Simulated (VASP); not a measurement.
Given:

```
BeTe
1.0
    3.80396     0.00000     0.00000
   -1.90198     3.29433     0.00000
    0.00000     0.00000     5.98335
Be Te
2 2
Direct
  0.00000   0.00000   0.00000
  0.00000   0.00000   0.50000
  0.33333   0.66667   0.25000
  0.66667   0.33333   0.75000
```

Computed with PBEsol GGA, VASP's PBE PAW potentials (set 64) (plane waves; VASP). Numerical set-up: 400 eV cut-off, Gaussian smearing of 0.050 eV, potentials Be Te.

### Question
Give the energies of bands 3 to 11 at the high-symmetry points, in eV from the Fermi level.

### Answer

```
band      Γ      M      K      A      L      H
----  -----  -----  -----  -----  -----  -----
3     -6.86  -6.33  -6.65  -3.76  -6.69  -5.84
4     -0.75  -5.34  -4.45  -3.76  -6.69  -5.84
5     -0.75  -4.58  -4.00  -0.53  -2.32  -5.58
6     -0.50  -3.33  -4.00  -0.53  -2.32  -5.58
7     -0.50  -2.95  -3.49  -0.53  -2.03  -0.35
8      0.39  -0.27  -3.49  -0.53  -2.03  -0.35
9      2.28   1.54  -0.72   2.66   1.33   2.18
10     2.54   2.26   5.95   2.66   1.33   2.18
11     3.66   2.27   6.45   3.38   3.05   2.61
```

It has no gap at this level: it comes out as a metal or semimetal.

The structure was generated: BeTe was put into the NiAs type type (P6_3/mmc), which need not be its known phase. It was relaxed first, which changed the volume by +20 %.
